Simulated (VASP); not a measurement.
Output of a VASP run:

File OSZICAR:
```
       N       E                     dE             d eps       ncg     rms          rms(c)
DAV:   1     0.325645458508E+02    0.32565E+02   -0.78417E+03   104   0.101E+03
DAV:   2    -0.992371196812E+01   -0.42488E+02   -0.40446E+02   129   0.208E+02
DAV:   3    -0.109490710382E+02   -0.10254E+01   -0.10105E+01   134   0.232E+01
DAV:   4    -0.109646608005E+02   -0.15590E-01   -0.15525E-01   140   0.298E+00
DAV:   5    -0.109650149162E+02   -0.35412E-03   -0.35387E-03   137   0.283E-01    0.179E+01
DAV:   6    -0.109545397894E+02    0.10475E-01   -0.36293E-02   129   0.153E+00    0.106E+01
DAV:   7    -0.109615105145E+02   -0.69707E-02   -0.59488E-02   119   0.191E+00    0.511E-01
DAV:   8    -0.109609271302E+02    0.58338E-03   -0.41717E-03   129   0.499E-01    0.121E-01
DAV:   9    -0.109609223290E+02    0.48012E-05   -0.13383E-04   163   0.945E-02    0.534E-02
DAV:  10    -0.109609215453E+02    0.78373E-06   -0.37609E-05   119   0.461E-02    0.103E-02
DAV:  11    -0.109609217243E+02   -0.17896E-06   -0.15121E-06    93   0.102E-02
   1 F= -.10960922E+02 E0= -.10960927E+02  d E =0.172022E-04
```

File OUTCAR:
```
------------------------ aborting loop because EDIFF is reached ----------------------------------------
  FORCE on cell =-STRESS in cart. coord.  units (eV):
  Direction    XX          YY          ZZ          XY          YZ          ZX
  --------------------------------------------------------------------------------------
  Total       -4.7437567     -2.8788948     -2.5094711     -0.2683552      0.0000000      0.0000000
  in kB     -118.6362275    -71.9980464    -62.7591594     -6.7112742      0.0000000      0.0000000
  external PRESSURE =     -84.4644778 kB  Pullay stress =       0.0000000 kB
  volume of cell :       64.06
      direct lattice vectors                 reciprocal lattice vectors
     1.779139000 -3.185246000  0.000000000     0.281034815 -0.156973747  0.000000000
     1.779139000  3.185246000  0.000000000     0.281034815  0.156973747  0.000000000
     0.000000000  0.000000000  5.652399000     0.000000000  0.000000000  0.176916032
 POSITION                                       TOTAL-FORCE (eV/Angst)
 -----------------------------------------------------------------------------------
      1.77914      1.06175      1.41310         0.160555     -0.276061     -0.000000
      1.82190     -1.06175      4.23930        -0.160555      0.276061      0.000000
 -----------------------------------------------------------------------------------
    total drift:                               -0.000002     -0.000000     -0.000000
  FREE ENERGIE OF THE ION-ELECTRON SYSTEM (eV)
  ---------------------------------------------------
  free  energy   TOTEN  =       -10.9609217243 eV

  energy  without entropy=      -10.9609389265  energy(sigma->0) =      -10.96092746
```
(Selected blocks of OUTCAR.)

**POSCAR**
```
Gd
1
    1.7791390000    -3.1852460000     0.0000000000
    1.7791390000     3.1852460000     0.0000000000
    0.0000000000     0.0000000000     5.6523990000
Gd
2
Direct
  0.3333330000   0.6666670000   0.2500000000
  0.6786830000   0.3453490000   0.7500000000
```

**Question.** Reconstruct the remaining input files.

**Answer.** Several could match; the one computed here: the input of the run itself, PBE GGA, plane waves, VASP's PBE PAW potentials (set 64).

### INCAR
```
! general
SYSTEM  = Gd
PREC    = Accurate
ENCUT   = 400   ! plane-wave cut-off (eV)
LREAL   = .FALSE.
LASPH   = .TRUE.   ! aspherical one-centre terms

! electronic loop
EDIFF   = 1E-6
NELM    = 100   ! most electronic steps
ALGO    = Normal   ! blocked Davidson
LMAXMIX = 6   ! l cut-off of mixed one-centre charges

! smearing
ISMEAR  = 1
SIGMA   = 0.1

! functional
GGA     = PE   ! PBE

! ions
ISIF    = 2   ! forces and stress, cell fixed

! output
LWAVE   = .FALSE.
LCHARG  = .FALSE.
```

**KPOINTS**
```
Automatic
0
G
2 2 1
0 0 0
```

POTCAR, in this order: Gd_3 (PBE.64 set). Program: vasp_std.

The 4f electrons are frozen in the core of the lanthanide potential, so 4f levels, which can set the real gap, and their magnetism are missing.

The compound is Gd in the hcp structure. The cell was not relaxed at this level, atoms are displaced from their ideal sites. The k-mesh is coarse (spacing up to 1.11 per Å, 2π included), so the numbers may not be converged in it. The run is one of a series of settings (KPOINTS 2×2×1 Γ-centred mesh against the base run), some of them coarse on purpose.
